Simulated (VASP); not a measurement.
Consider the following.

```xyz
3
Lattice="0.0000 3.0934 3.0934 3.0934 0.0000 3.0934 3.0934 3.0934 0.0000" Properties=species:S:1:pos:R:3 pbc="T T T"
Mg     1.5467     1.5467     1.5467
Mg     4.6401     4.6401     4.6401
Si     0.0000     0.0000     0.0000
```

Calculation: LDA (Ceperley-Alder, Perdew-Zunger), VASP's LDA PAW potentials (set 64) (plane waves; VASP). Settings: 520 eV cut-off, 7×7×7 Γ-centred mesh, Gaussian smearing of 0.050 eV, potentials Mg Si.

Task: What does the run give for the energy per atom (σ→0), pressure?

Result: 
| Quantity | Value |
|---|---|
| energy per atom (σ→0) | -3.371 eV/atom |
| pressure | 1.96 GPa |

Total energies compare only between runs with the same potentials, cut-off and functional.

The compound is Mg2Si in the antifluorite structure. This cell is one point of a volume scan, at 0.97 of the reference volume.
